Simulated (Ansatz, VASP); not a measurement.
# BaZnPF: VASP beside Ansatz

Aim: how closely do two programs agree when they are given the same cell, functional and k mesh? Other levels of theory on this material are compared in a session of their own.

Program: Ansatz 0.2.0. Level of theory: plane waves, with VASP 6.6.1 beside it; electric field gradients at r2SCAN. Results are calculated unless marked as measured.

### Step 1. Set-up

It takes space group P4/nmm (No. 129, tetragonal). Conventional cell: a = 4.156 Å, b = 4.156 Å, c = 9.457 Å, α = 90.00°, β = 90.00°, γ = 90.00°. Ba has 4 F at 2.62 Å and 4 P at 3.41 Å nearest. Nearest to Zn lie 4 P at 2.51 Å. Nearest to P lie 4 Zn at 2.51 Å and 4 Ba at 3.41 Å. F has 4 Ba at 2.62 Å nearest. Farther neighbours and most contacts between anions are not listed.

### Step 2. Ansatz: electric field gradients, r2SCAN

Ansatz runs on its default PAW (the set named soft_2) files.

Field gradients test the density near the nuclei, where the PAW reconstruction matters most.

File input.yaml:

```yaml
crystal:
  lattice:
    - [4.15634, 0.0, 0.0]
    - [0.0, 4.15634, 0.0]
    - [0.0, 0.0, 9.45743]
  atoms:
    - { symbol: Ba, position: [0.5, 0.0, 0.33177] }
    - { symbol: Ba, position: [0.0, 0.5, 0.66823] }
    - { symbol: Zn, position: [0.5, 0.5, 0.0] }
    - { symbol: Zn, position: [0.0, 0.0, 0.0] }
    - { symbol: P, position: [0.0, 0.5, 0.1491] }
    - { symbol: P, position: [0.5, 0.0, 0.8509] }
    - { symbol: F, position: [0.5, 0.5, 0.5] }
    - { symbol: F, position: [0.0, 0.0, 0.5] }
hamiltonian:
  xc: r2scan
  pseudopotentials: { kind: paw }
kpoints:
  mp_grid: { grid: [8, 8, 4] }
scf:
  occupations: { method: fermi_dirac, width: 0.05 }
  n_extra_bands: 6
output:
  forces: true
  stress: true
  eigenvalues: true
  efg: {}
  write_density: true
  write_potential: true
  elf: true
  volumetric_format: npy
```

On the command line:

```bash
$ ansatz run input.yaml --threads 4 --pin off --max-ram 9216MiB --backend cpu --events-out ev --progress --plain --runs-dir out
```

Numbers of over 12 decimals in the logs are rounded to 6 here.

What it wrote:

```text
scf.n_extra_bands = 6 over 34 filled bands (N_el = 68.0): the run solves 40 bands
Ba: output.efg is read without spin–orbit coupling, which moves field gradients at and beside such atoms by some per cent and up to a factor of two; PAW files take it under magnetization.noncollinear and magnetization.spin_orbit
Engine: ansatz 0.2.0, aarch64-unknown-linux-gnu
Pseudopotentials: kind: paw
Pseudopotential: Ba, paw, valence charge 10, recommended cutoff 500 eV (meta_gga), Ba.paw.azcp
Pseudopotential: Zn, paw, valence charge 12, recommended cutoff 500 eV (meta_gga), Zn.paw.azcp
Pseudopotential: P, paw, valence charge 5, recommended cutoff 500 eV (meta_gga), P.paw.azcp
Pseudopotential: F, paw, valence charge 7, recommended cutoff 500 eV (meta_gga), F.paw.azcp
Functional definition: r2SCAN
  parameter k0 = 0.174
  parameter k1 = 0.065
  parameter a1 = 4.9479
  exchange = r2scan_x(k0 = k0, k1 = k1, a1 = a1)
  correlation = r2scan_c
Crystal: 8 atoms, lattice volume = 163.379 Å³
Basis set: ecut = 500 eV, 4163 PW (Γ), exchange–correlation on 128×128×288 points (64 copies of the dense FFT grid, shifted against one another)
Bands: 40, of which v1, the nominal top of the filled ones, is band 34 counted from 1 (33 counted from 0)
Symmetry: 16 space group operations
Space group: P4/nmm (ITA 129), of the structure as read, at distance tolerance 5.5e-5 Å
k-points: 45 of 256
Non-local potential: Ba, projectors of the file, l = 0: 3, l = 1: 2, l = 2: 2, l = 3: 2
Non-local potential: Zn, projectors of the file, l = 0: 2, l = 1: 2, l = 2: 3, l = 3: 1
Non-local potential: P, projectors of the file, l = 0: 2, l = 1: 2, l = 2: 2
Non-local potential: F, projectors of the file, l = 0: 2, l = 1: 2, l = 2: 1
PAW form: soft (Blöchl's): semilocal exchange-correlation on the pseudo side does not see the compensation charge
PAW frozen core: Ba, regenerated for the run's functional (the file was generated under x = pbe(κ = 0.804, μ = 0.219515), c = pbe(β = 0.066725))
PAW frozen core: Zn, regenerated for the run's functional (the file was generated under x = pbe(κ = 0.804, μ = 0.219515), c = pbe(β = 0.066725))
PAW frozen core: P, regenerated for the run's functional (the file was generated under x = pbe(κ = 0.804, μ = 0.219515), c = pbe(β = 0.066725))
PAW frozen core: F, regenerated for the run's functional (the file was generated under x = pbe(κ = 0.804, μ = 0.219515), c = pbe(β = 0.066725))
PAW one-centre angular grid: Ba, 302 points (default); XC on 160 Gauss nodes
PAW one-centre angular grid: Zn, 590 points (default); XC on 261 of its mesh's 2673 points in the sphere
PAW one-centre angular grid: P, 302 points (default); XC on 160 Gauss nodes
PAW one-centre angular grid: F, 302 points (default); XC on 160 Gauss nodes
Initial density: superposition of atomic densities (neutral atoms: chi_scale 0, normalization atom), corrected by the library's trained network
Initial wavefunctions: pseudopotential atomic-orbital guess
Functional: x = r2scan, c = r2scan; τ floored in thin density (d = 2e-4 eV/Å³)
SCF iter   1: F=—  HF=-21729.064459 eV  |F-HF|=—  |Δ(HF+E_count)|=         —  Δρ=1.26e-2  dr2=1.80e-1  dr2_τ=8.19e-2  ethr=1.77e-3  ⟨swp⟩=10.5  Hψ=9753  notcnv=0
preconditioner: auto → Resta (q_TF=auto, 2.357 Å⁻¹)  ε∞=5.2  [insulator: Δε(μ)=0.664 eV  Ē_g=10.989 eV  σ=0.050 eV  W_gap=1.00  n_scr=38 (ndim 8)  ℏωp=22.5 eV  f_vac=0.011  D(μ)=0.00/eV (n_scr^D=0)  ε∞_Penn≈5.2]
SCF iter   2: F=—  HF=-21729.187824 eV  |F-HF|=—  |Δ(HF+E_count)|=   1.23e-1  Δρ=2.97e-3  dr2=1.18e-2  dr2_τ=1.77e-3  ethr=2.65e-4  ⟨swp⟩=3.0  Hψ=3978  notcnv=0  defer=73
SCF iter   3: F=—  HF=-21729.181575 eV  |F-HF|=—  |Δ(HF+E_count)|=   6.25e-3  Δρ=2.75e-3  dr2=8.26e-3  dr2_τ=3.51e-4  ethr=1.73e-5  ⟨swp⟩=2.0  Hψ=2942  notcnv=0  defer=73
SCF iter   4: F=—  HF=-21729.180268 eV  |F-HF|=—  |Δ(HF+E_count)|=   1.31e-3  Δρ=1.11e-3  dr2=2.33e-3  dr2_τ=7.01e-5  ethr=1.21e-5  ⟨swp⟩=3.0  Hψ=3476  notcnv=0  defer=73
SCF iter   5: F=—  HF=-21729.179739 eV  |F-HF|=—  |Δ(HF+E_count)|=   5.29e-4  Δρ=2.68e-4  dr2=1.48e-4  dr2_τ=6.94e-6  ethr=3.42e-6  ⟨swp⟩=2.0  Hψ=2909  notcnv=0  defer=73
SCF iter   6: F=—  HF=-21729.179769 eV  |F-HF|=—  |Δ(HF+E_count)|=   3.06e-5  Δρ=8.61e-5  dr2=1.94e-5  dr2_τ=6.71e-7  ethr=2.18e-7  ⟨swp⟩=2.0  Hψ=3380  notcnv=0  defer=73
SCF iter   7: F=—  HF=-21729.179869 eV  |F-HF|=—  |Δ(HF+E_count)|=   9.97e-5  Δρ=2.14e-5  dr2=7.49e-7  dr2_τ=1.76e-8  ethr=2.86e-8  ⟨swp⟩=2.0  Hψ=3119  notcnv=0  defer=73
SCF iter   8: F=-21729.179870 eV  HF=-21729.179870 eV  |F-HF|=6.98e-9  |Δ(HF+E_count)|=   3.90e-7  Δρ=4.50e-6  dr2=4.32e-8  dr2_τ=2.91e-9  ethr=1.47e-10  ⟨swp⟩=17.3  Hψ=15393  notcnv=0
SCF 1 converged in 8 iterations: F = -21729.179870 eV  dr2 = 4.32e-8
  greatest PAW one-centre occupation: 0.983 electrons in one spin orbital (limit 2), on the Zn atom at site 3 (counted from 0), in its partial waves of l = 2
SCF converged after 8 iterations
Free energy (F): -21729.179870 eV
Harris-Foulkes:  -21729.179870 eV  (|F-HF|=6.98e-9)
Internal energy: -21729.179847 eV  (E = F + TS)
E sigma→0 (E₀):  -21729.179858 eV
Entropy (-TS):   -0.000022 eV (-0.003 meV/atom)
Fermi energy:    8.727001 eV
--- Per-component energies (eV) ---
  E_band       = -74.579930
  E_kinetic    = 1157.538312
  E_local      = -5957.901850  (includes V_loc(G=0)·N_el)
  E_nonlocal   = 1556.802994
  E_hartree    = 2468.938445
  E_xc         = -841.407252
  E_vxc        = -770.007702  (∫ρ·V_xc dr)
  E_paw        = -15758.626851  (= ΣΔE_a)
  E_vpaw       = -1042.053519  (= ΣTr[D̂ρ^β])
  E_aug_tail   = 0.002025  (compensation charges beyond the density's cutoff)
  E_vtau       = 43.165026  (kinetic-family band-sum trace: ∫τ·v_τ [+ j·A + Jᵃ·Aᵃ] dr)
  E_ewald      = -4354.056797
  E_core_change = -0.468873  (= ΣΔE_core)
  E_smearing   = -0.000022  (= −TS)
  E_closure    = 0.000000  (closes the sum)
  Σ components = -21729.179870   (vs F -21729.179870, Δ=0.00e0)
--- Forces (eV/Å), atoms counted from 1 ---
  atom   1  Ba    -0.00000000     0.00000000    -0.01071161
  atom   2  Ba    -0.00000000     0.00000000     0.01071161
  atom   3  Zn    -0.00000000     0.00000000     0.00000000
  atom   4  Zn    -0.00000000     0.00000000    -0.00000000
  atom   5  P      0.00000000     0.00000000    -0.18214293
  atom   6  P      0.00000000     0.00000000     0.18214293
  atom   7  F      0.00000000     0.00000000    -0.00000000
  atom   8  F      0.00000000     0.00000000     0.00000000
  max |Σ_I F_I| component: 2.78e-17 eV/Å
--- Stress (GPa, compression-positive) ---
       -0.461829       0.000000       0.000000
        0.000000      -0.461829       0.000000
        0.000000       0.000000      -0.179998
  P = ⅓ Tr σ = -0.3679 GPa (-3.679 kbar)
--- PAW observables at the nuclei: V_zz in 10²¹ V/m², potentials from the cell's mean, atoms counted from 1 ---
  atom   1  Ba V_zz =    -0.506948   η = 0.0000   by run symmetry: allowed
            electrostatic potential = -9622.747867 V   contact ρ = none
  atom   2  Ba V_zz =    -0.506948   η = 0.0000   by run symmetry: allowed
            electrostatic potential = -9622.747867 V   contact ρ = none
  atom   3  Zn V_zz =    -0.057382   η = 0.0000   by run symmetry: allowed
            electrostatic potential = -3944.691961 V   contact ρ = none
  atom   4  Zn V_zz =    -0.057382   η = 0.0000   by run symmetry: allowed
            electrostatic potential = -3944.691961 V   contact ρ = none
  atom   5  P  V_zz =    -1.342949   η = 0.0000   by run symmetry: allowed
            electrostatic potential = -1496.730090 V   contact ρ = none
  atom   6  P  V_zz =    -1.342949   η = 0.0000   by run symmetry: allowed
            electrostatic potential = -1496.730090 V   contact ρ = none
  atom   7  F  V_zz =    +1.145090   η = 0.0000   by run symmetry: allowed
            electrostatic potential = -741.091718 V   contact ρ = none
  atom   8  F  V_zz =    +1.145090   η = 0.0000   by run symmetry: allowed
            electrostatic potential = -741.091718 V   contact ρ = none
--- Band table (eV; the first three rows and the last of 45) ---
  k-point 0: bands = [... 30 lower, 6.0493, 7.7739, 8.3149, 8.3149, 9.0451, 10.2513, 10.9402, 11.3118, ... 2 higher]
  k-point 1: bands = [... 30 lower, 6.0485, 7.6597, 8.3121, 8.3121, 9.0939, 10.3170, 10.7003, 11.5809, ... 2 higher]
  k-point 2: bands = [... 30 lower, 6.0478, 7.5461, 8.3093, 8.3093, 9.1504, 10.4059, 10.5015, 11.8689, ... 2 higher]
  k-point 44: bands = [... 30 lower, 5.8464, 5.8464, 5.8585, 5.8585, 11.3899, 11.3899, 11.9764, 11.9764, ... 2 higher]
```

Elapsed: 27 s, on 4 threads of Arm Neoverse N1, shared host; peak memory 1 GiB; 1.7 min of CPU time.

Reading the cycles: dr2 is the Hartree energy of the density residual (eV), the measure of convergence; HF is the Harris–Foulkes estimate of the energy, which meets the free energy F at convergence.

The run ends at a pressure of -0.37 GPa, with forces up to 0.18 eV/Å.

(Part 1 of 2 ends here.)

[Lines on the potential files, build, host, timing and source positions are cut from VASP's logs without a mark.]

[Logs are printed without paths, hosts, clocks, repeated set-up lines and the standing remarks that a program may print on its own settings, such as how far it seeks lower states.]

[Hosts, paths, dates, database ids (printed as entryN), source tags and the programs' standing remarks are cut or masked in the printed files.]
